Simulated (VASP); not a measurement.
# SiO2 (Cristobalite): NMR shieldings, part 5 of 6

Aim: NMR shielding tensors and field gradients of SiO2 (Cristobalite). The cell has space group P4_12_12. The start is a cell from a database of measured crystal structures.

VASP 6.6.1, plane waves and PAW; the level of theory is named at each step.

So far. Step 2 (Relaxation): At r2SCAN, with these data sets, the largest force is down to 0.0044 eV/Å. Step 3 (Ground state): The cell has a gap of 5.48 eV on this mesh.

The database entry behind the starting cell lists a temperature of 340 K, so it need not match the best structure at ambient conditions.

## 5. Cell stretched

Level of this step: chemical shifts by linear response (GIPAW), LDA; plane waves and PAW (Si, O) (VASP).

A changed volume shows how shieldings follow the bond lengths.

INCAR reads:

```
SYSTEM = SiO2
PREC = Accurate
ENCUT = 520
EDIFF = 1E-08
NELM = 100
ISMEAR = 0
SIGMA = 0.01
LREAL = Auto
ALGO = Normal
GGA = CA
NBANDS = 44
LWAVE = .FALSE.
LCHARG = .FALSE.
KPAR = 4
LCHIMAG = .TRUE.
LEFG = .TRUE.
DQ = 0.001
ICHIBARE = 1
LNMR_SYM_RED = .TRUE.
```

POSCAR reads:

```
SiO2
1.0
    5.0475601498      0.0000000000      0.0000000000
    0.0000000000      5.0475601498      0.0000000000
    0.0000000000      0.0000000000      7.0546289288
Si O
4 8
Direct
    0.8016427973      0.1983572027      0.7500000000
    0.6983572027      0.6983572027      0.5000000000
    0.1983572027      0.8016427973      0.2500000000
    0.3016427973      0.3016427973      0.0000000000
    0.1073847974      0.2387560611      0.8201229479
    0.2612439389      0.6073847974      0.0701229479
    0.8926152026      0.7612439389      0.3201229479
    0.7387560611      0.3926152026      0.5701229479
    0.6073847974      0.2612439389      0.9298770521
    0.7612439389      0.8926152026      0.6798770521
    0.3926152026      0.7387560611      0.4298770521
    0.2387560611      0.1073847974      0.1798770521
```

KPOINTS reads:

```
Automatic mesh
0
Gamma
4 4 4
0 0 0
```

Potentials, in the order of the species: Si and O (LDA family, release 64).

Started as:

```sh
$ mpirun -np 4 vasp_std
```

The program printed:

```text
[... set-up lines as in an earlier step ...]
 entering main loop
       N       E                     dE             d eps       ncg     rms          rms(c)
DAV:   1     0.394613207027E+03    0.39461E+03   -0.32392E+04  1584   0.132E+03
DAV:   2    -0.843371781255E+02   -0.47895E+03   -0.46460E+03  2056   0.307E+02
DAV:   3    -0.116200688278E+03   -0.31864E+02   -0.31708E+02  1928   0.843E+01
DAV:   4    -0.116643607656E+03   -0.44292E+00   -0.44196E+00  1964   0.109E+01
DAV:   5    -0.116651879220E+03   -0.82716E-02   -0.82662E-02  1916   0.146E+00    0.286E+01
DAV:   6    -0.103880112157E+03    0.12772E+02   -0.51351E+01  1872   0.322E+01    0.141E+01
DAV:   7    -0.103703898861E+03    0.17621E+00   -0.14261E+00  1828   0.513E+00    0.498E+00
DAV:   8    -0.103591179010E+03    0.11272E+00   -0.65563E-02  1968   0.156E+00    0.196E+00
DAV:   9    -0.103570628166E+03    0.20551E-01   -0.27395E-02  1952   0.105E+00    0.319E-01
DAV:  10    -0.103571730354E+03   -0.11022E-02   -0.36279E-03  1884   0.283E-01    0.125E-01
DAV:  11    -0.103571675284E+03    0.55070E-04   -0.10262E-03  1884   0.164E-01    0.122E-02
DAV:  12    -0.103571681094E+03   -0.58096E-05   -0.25699E-05  1856   0.234E-02    0.128E-02
DAV:  13    -0.103571682622E+03   -0.15279E-05   -0.96769E-06  1880   0.139E-02    0.452E-03
DAV:  14    -0.103571682831E+03   -0.20901E-06   -0.37396E-07  1940   0.306E-03    0.565E-04
DAV:  15    -0.103571682843E+03   -0.12446E-07   -0.22575E-08  1372   0.717E-04    0.510E-04
DAV:  16    -0.103571682843E+03    0.76398E-09   -0.37385E-09  1292   0.315E-04
ion   1
     0.0000000     0.0467657     0.2129550     0.2962588     0.2129550     0.0000000
     0.0000353     0.0467657     0.2129550     0.2962588     0.2129550     0.0000000
     0.0000487     0.0467657     0.2129550     0.2962588     0.2129550     0.0000000
     0.0000670     0.0467657     0.2129550     0.2962588     0.2129550     0.0000000
     0.0000923     0.0467657     0.2129550     0.2962588     0.2129550     0.0000000

     0.0000000     0.4207649     2.5370307     0.0553101     2.5370307     0.0000000
     0.0000353     0.4207642     2.5370264     0.0553107     2.5370264     0.0000000
     0.0000487     0.4207638     2.5370237     0.0553110     2.5370237     0.0000000
     0.0000670     0.4207631     2.5370193     0.0553116     2.5370193     0.0000000
     0.0000923     0.4207619     2.5370120     0.0553125     2.5370120     0.0000000

ion   2
     0.0000000    -0.0467657    -0.2129550     0.2962588     0.2129550     0.0000000
     0.0000353    -0.0467657    -0.2129550     0.2962588     0.2129550     0.0000000
     0.0000487    -0.0467657    -0.2129550     0.2962588     0.2129550     0.0000000
     0.0000670    -0.0467657    -0.2129550     0.2962588     0.2129550     0.0000000
     0.0000923    -0.0467657    -0.2129550     0.2962588     0.2129550     0.0000000

     0.0000000    -0.4207649    -2.5370307     0.0553101     2.5370307     0.0000000
     0.0000353    -0.4207642    -2.5370264     0.0553107     2.5370264     0.0000000
     0.0000487    -0.4207638    -2.5370237     0.0553110     2.5370237     0.0000000
     0.0000670    -0.4207631    -2.5370193     0.0553116     2.5370193     0.0000000
     0.0000923    -0.4207619    -2.5370120     0.0553125     2.5370120     0.0000000

ion   3
     0.0000000     0.0467657    -0.2129550     0.2962588    -0.2129550     0.0000000
     0.0000353     0.0467657    -0.2129550     0.2962588    -0.2129550     0.0000000
     0.0000487     0.0467657    -0.2129550     0.2962588    -0.2129550     0.0000000
     0.0000670     0.0467657    -0.2129550     0.2962588    -0.2129550     0.0000000
     0.0000923     0.0467657    -0.2129550     0.2962588    -0.2129550     0.0000000

     0.0000000     0.4207649    -2.5370307     0.0553101    -2.5370307     0.0000000
     0.0000353     0.4207642    -2.5370264     0.0553107    -2.5370264     0.0000000
     0.0000487     0.4207638    -2.5370237     0.0553110    -2.5370237     0.0000000
     0.0000670     0.4207631    -2.5370193     0.0553116    -2.5370193     0.0000000
     0.0000923     0.4207619    -2.5370120     0.0553125    -2.5370120     0.0000000

ion   4
     0.0000000    -0.0467657     0.2129550     0.2962588    -0.2129550    -0.0000000
     0.0000353    -0.0467657     0.2129550     0.2962588    -0.2129550    -0.0000000
     0.0000487    -0.0467657     0.2129550     0.2962588    -0.2129550    -0.0000000
     0.0000670    -0.0467657     0.2129550     0.2962588    -0.2129550    -0.0000000
     0.0000923    -0.0467657     0.2129550     0.2962588    -0.2129550    -0.0000000

     0.0000000    -0.4207649     2.5370307     0.0553101    -2.5370307    -0.0000000
     0.0000353    -0.4207642     2.5370264     0.0553107    -2.5370264    -0.0000000
     0.0000487    -0.4207638     2.5370237     0.0553110    -2.5370237    -0.0000000
     0.0000670    -0.4207631     2.5370193     0.0553116    -2.5370193    -0.0000000
     0.0000923    -0.4207619     2.5370120     0.0553125    -2.5370120    -0.0000000

ion   5
     0.0000000    -4.6083854    -3.3574181    -0.7100906   -13.7094702   -10.6941278
     0.0000293    -4.6083854    -3.3574181    -0.7100906   -13.7094700   -10.6941277
     0.0000403    -4.6083854    -3.3574180    -0.7100906   -13.7094699   -10.6941276
     0.0000555    -4.6083853    -3.3574180    -0.7100906   -13.7094697   -10.6941274
     0.0000765    -4.6083851    -3.3574179    -0.7100905   -13.7094693   -10.6941271

     0.0000000   -16.5413972   -12.2518354    -2.3809642   -49.6572358   -38.9850460
     0.0000293   -16.5413927   -12.2518321    -2.3809636   -49.6572223   -38.9850354
     0.0000403   -16.5413897   -12.2518299    -2.3809631   -49.6572133   -38.9850283
     0.0000555   -16.5413846   -12.2518261    -2.3809624   -49.6571979   -38.9850162
     0.0000765   -16.5413761   -12.2518197    -2.3809612   -49.6571721   -38.9849959

ion   6
     0.0000000     4.6083854   -13.7094702    -0.7100906     3.3574181    10.6941278
     0.0000293     4.6083854   -13.7094700    -0.7100906     3.3574181    10.6941277
     0.0000403     4.6083854   -13.7094699    -0.7100906     3.3574180    10.6941276
     0.0000555     4.6083853   -13.7094697    -0.7100906     3.3574180    10.6941274
     0.0000765     4.6083851   -13.7094693    -0.7100905     3.3574179    10.6941271

     0.0000000    16.5413972   -49.6572358    -2.3809642    12.2518354    38.9850460
     0.0000293    16.5413927   -49.6572223    -2.3809636    12.2518321    38.9850354
     0.0000403    16.5413897   -49.6572133    -2.3809631    12.2518299    38.9850283
     0.0000555    16.5413846   -49.6571979    -2.3809624    12.2518261    38.9850162
     0.0000765    16.5413761   -49.6571721    -2.3809612    12.2518197    38.9849959

ion   7
[...]
N       E                     dE             d eps       ncg     rms
RMM:   1    -0.213635340991E+03   -0.21364E+03   -0.28367E+02  2632   0.576E+01
RMM:   2    -0.219691628909E+03   -0.60563E+01   -0.13643E+01  2992   0.110E+01
RMM:   3    -0.220253531445E+03   -0.56190E+00   -0.62388E-01  3003   0.217E+00
RMM:   4    -0.220283633106E+03   -0.30102E-01   -0.65267E-02  3010   0.594E-01
RMM:   5    -0.220286948602E+03   -0.33155E-02   -0.50460E-03  3019   0.163E-01
RMM:   6    -0.220287246747E+03   -0.29815E-03   -0.75334E-04  3028   0.517E-02
RMM:   7    -0.220287278199E+03   -0.31452E-04   -0.45573E-05  2794   0.137E-02
RMM:   8    -0.220287280821E+03   -0.26223E-05   -0.64588E-06  2480   0.440E-03
RMM:   9    -0.220287281141E+03   -0.32029E-06   -0.48217E-07  2143   0.129E-03
RMM:  10    -0.220287281171E+03   -0.29230E-07   -0.74929E-08  1783   0.494E-04
RMM:  11    -0.220287281174E+03   -0.35191E-08   -0.51064E-09  1490   0.236E-04
BDIR= 3  IDIR= 1  IQ=  0
DAV:   1    -0.922996437089E+03   -0.92300E+03   -0.54848E-09  1008   0.352E-04
DAV:   2    -0.922996437089E+03    0.15234E-10   -0.41851E-10  1008   0.104E-04
       N       E                     dE             d eps       ncg     rms
RMM:   1    -0.213635810882E+03   -0.21364E+03   -0.28367E+02  2631   0.576E+01
RMM:   2    -0.219690891913E+03   -0.60551E+01   -0.13635E+01  2992   0.110E+01
RMM:   3    -0.220252033660E+03   -0.56114E+00   -0.62052E-01  3002   0.217E+00
RMM:   4    -0.220282288882E+03   -0.30255E-01   -0.65844E-02  3010   0.596E-01
RMM:   5    -0.220285600944E+03   -0.33121E-02   -0.50164E-03  3016   0.163E-01
RMM:   6    -0.220285897825E+03   -0.29688E-03   -0.75307E-04  3024   0.516E-02
RMM:   7    -0.220285928744E+03   -0.30918E-04   -0.44293E-05  2784   0.135E-02
RMM:   8    -0.220285931322E+03   -0.25780E-05   -0.63873E-06  2463   0.437E-03
RMM:   9    -0.220285931638E+03   -0.31634E-06   -0.47609E-07  2125   0.128E-03
RMM:  10    -0.220285931667E+03   -0.28685E-07   -0.72857E-08  1756   0.490E-04
RMM:  11    -0.220285931670E+03   -0.35249E-08   -0.53002E-09  1461   0.236E-04
BDIR= 3  IDIR= 1  IQ=  1
DAV:   1    -0.923007059267E+03   -0.92301E+03   -0.61666E-02  1720   0.104E+00
DAV:   2    -0.923007332306E+03   -0.27304E-03   -0.27304E-03  2000   0.242E-01
DAV:   3    -0.923007335396E+03   -0.30899E-05   -0.30901E-05  1988   0.246E-02
DAV:   4    -0.923007335455E+03   -0.58820E-07   -0.58746E-07  1976   0.354E-03
DAV:   5    -0.923007335457E+03   -0.19658E-08   -0.19616E-08  1444   0.591E-04
       N       E                     dE             d eps       ncg     rms
RMM:   1    -0.213634913115E+03   -0.21363E+03   -0.28367E+02  2631   0.576E+01
RMM:   2    -0.219688724696E+03   -0.60538E+01   -0.13628E+01  2992   0.110E+01
RMM:   3    -0.220249356182E+03   -0.56063E+00   -0.61963E-01  3002   0.217E+00
RMM:   4    -0.220279533898E+03   -0.30178E-01   -0.65639E-02  3011   0.595E-01
RMM:   5    -0.220282832497E+03   -0.32986E-02   -0.49960E-03  3018   0.163E-01
RMM:   6    -0.220283127822E+03   -0.29533E-03   -0.74889E-04  3031   0.515E-02
RMM:   7    -0.220283158512E+03   -0.30690E-04   -0.43949E-05  2794   0.135E-02
RMM:   8    -0.220283161067E+03   -0.25550E-05   -0.63257E-06  2480   0.436E-03
RMM:   9    -0.220283161380E+03   -0.31320E-06   -0.47142E-07  2142   0.127E-03
RMM:  10    -0.220283161409E+03   -0.28379E-07   -0.72206E-08  1774   0.488E-04
RMM:  11    -0.220283161412E+03   -0.34672E-08   -0.51892E-09  1494   0.236E-04
BDIR= 3  IDIR= 2  IQ= -1
DAV:   1    -0.922985580944E+03   -0.92299E+03   -0.61345E-02  1748   0.104E+00
DAV:   2    -0.922985851065E+03   -0.27012E-03   -0.27012E-03  1976   0.241E-01
DAV:   3    -0.922985854206E+03   -0.31416E-05   -0.31416E-05  2032   0.244E-02
DAV:   4    -0.922985854258E+03   -0.51744E-07   -0.51787E-07  1976   0.333E-03
DAV:   5    -0.922985854260E+03   -0.17052E-08   -0.17188E-08  1424   0.535E-04
       N       E                     dE             d eps       ncg     rms
RMM:   1    -0.207863637074E+03   -0.20786E+03   -0.25824E+02  2746   0.571E+01
RMM:   2    -0.212896934851E+03   -0.50333E+01   -0.11517E+01  3010   0.106E+01
RMM:   3    -0.213359153523E+03   -0.46222E+00   -0.49130E-01  3015   0.203E+00
RMM:   4    -0.213383003352E+03   -0.23850E-01   -0.51364E-02  3019   0.551E-01
RMM:   5    -0.213385889401E+03   -0.28860E-02   -0.45962E-03  3032   0.155E-01
RMM:   6    -0.213386154747E+03   -0.26535E-03   -0.69591E-04  3046   0.485E-02
RMM:   7    -0.213386180734E+03   -0.25987E-04   -0.34027E-05  2835   0.118E-02
RMM:   8    -0.213386182784E+03   -0.20502E-05   -0.55708E-06  2475   0.381E-03
RMM:   9    -0.213386183008E+03   -0.22438E-06   -0.30171E-07  2158   0.105E-03
RMM:  10    -0.213386183026E+03   -0.17852E-07   -0.49562E-08  1727   0.406E-04
RMM:  11    -0.213386183028E+03   -0.19185E-08   -0.23362E-09  1427   0.209E-04
BDIR= 3  IDIR= 2  IQ=  0
DAV:   1    -0.922996437088E+03   -0.92300E+03   -0.54853E-09  1008   0.352E-04
DAV:   2    -0.922996437089E+03   -0.18326E-09   -0.41135E-10  1008   0.104E-04
       N       E                     dE             d eps       ncg     rms
RMM:   1    -0.207864605072E+03   -0.20786E+03   -0.25824E+02  2745   0.571E+01
RMM:   2    -0.212897714143E+03   -0.50331E+01   -0.11515E+01  3010   0.106E+01
RMM:   3    -0.213359372015E+03   -0.46166E+00   -0.48821E-01  3014   0.203E+00
RMM:   4    -0.213383400741E+03   -0.24029E-01   -0.52031E-02  3020   0.552E-01
RMM:   5    -0.213386287261E+03   -0.28865E-02   -0.45701E-03  3031   0.155E-01
RMM:   6    -0.213386551138E+03   -0.26388E-03   -0.69278E-04  3047   0.485E-02
RMM:   7    -0.213386576909E+03   -0.25770E-04   -0.33686E-05  2834   0.118E-02
RMM:   8    -0.213386578936E+03   -0.20276E-05   -0.55140E-06  2470   0.380E-03
RMM:   9    -0.213386579157E+03   -0.22072E-06   -0.29600E-07  2154   0.105E-03
RMM:  10    -0.213386579174E+03   -0.17361E-07   -0.47574E-08  1718   0.403E-04
RMM:  11    -0.213386579176E+03   -0.19349E-08   -0.25500E-09  1421   0.210E-04
BDIR= 3  IDIR= 2  IQ=  1
DAV:   1    -0.923007006529E+03   -0.92301E+03   -0.61348E-02  1744   0.104E+00
DAV:   2    -0.923007276751E+03   -0.27022E-03   -0.27022E-03  1976   0.241E-01
DAV:   3    -0.923007279891E+03   -0.31396E-05   -0.31394E-05  2036   0.244E-02
DAV:   4    -0.923007279942E+03   -0.51585E-07   -0.51800E-07  1976   0.333E-03
DAV:   5    -0.923007279944E+03   -0.17116E-08   -0.17015E-08  1428   0.535E-04
       N       E                     dE             d eps       ncg     rms
RMM:   1    -0.207864210612E+03   -0.20786E+03   -0.25825E+02  2745   0.571E+01
RMM:   2    -0.212897051444E+03   -0.50328E+01   -0.11513E+01  3010   0.106E+01
RMM:   3    -0.213358376334E+03   -0.46132E+00   -0.48754E-01  3014   0.203E+00
RMM:   4    -0.213382348637E+03   -0.23972E-01   -0.51907E-02  3020   0.552E-01
RMM:   5    -0.213385224706E+03   -0.28761E-02   -0.45516E-03  3031   0.155E-01
RMM:   6    -0.213385487017E+03   -0.26231E-03   -0.68858E-04  3047   0.484E-02
RMM:   7    -0.213385512563E+03   -0.25546E-04   -0.33364E-05  2834   0.118E-02
RMM:   8    -0.213385514568E+03   -0.20051E-05   -0.54576E-06  2475   0.378E-03
RMM:   9    -0.213385514785E+03   -0.21729E-06   -0.29087E-07  2158   0.104E-03
RMM:  10    -0.213385514802E+03   -0.17023E-07   -0.46717E-08  1725   0.401E-04
RMM:  11    -0.213385514804E+03   -0.18881E-08   -0.24626E-09  1431   0.209E-04
       N       E                     dE             d eps       ncg     rms
RLQ:   1    -0.277526545070E+01   -0.27753E+01   -0.49811E+00  2456   0.612E+00
RLQ:   2    -0.286442275705E+01   -0.89157E-01   -0.15675E-01  2953   0.111E+00
RLQ:   3    -0.286902203369E+01   -0.45993E-02   -0.67887E-03  2997   0.197E-01
RLQ:   4    -0.286930369286E+01   -0.28166E-03   -0.52325E-04  2975   0.525E-02
RLQ:   5    -0.286933295445E+01   -0.29262E-04   -0.61754E-05  2662   0.153E-02
RLQ:   6    -0.286933573359E+01   -0.27791E-05   -0.56864E-06  2450   0.466E-03
RLQ:   7    -0.286933605909E+01   -0.32550E-06   -0.63906E-07  2191   0.146E-03
RLQ:   8    -0.286933609028E+01   -0.31193E-07   -0.71035E-08  1801   0.527E-04
RLQ:   9    -0.286933609378E+01   -0.35000E-08   -0.63030E-09  1504   0.247E-04
```

Elapsed: 12 min, on 4 MPI ranks of Intel Xeon 6975P-C (Granite Rapids), shared host; peak memory 2.8 GiB; 42 min of CPU time.

[end of part 5 of 6]

[Lines on the potential files, build, host, timing and source positions are cut from VASP's logs without a mark.]

[Logs are printed without paths, hosts, clocks, repeated set-up lines and the standing remarks that a program may print on its own settings, such as how far it seeks lower states.]

[Hosts, paths, dates, database ids (printed as entryN), source tags and the programs' standing remarks are cut or masked in the printed files.]
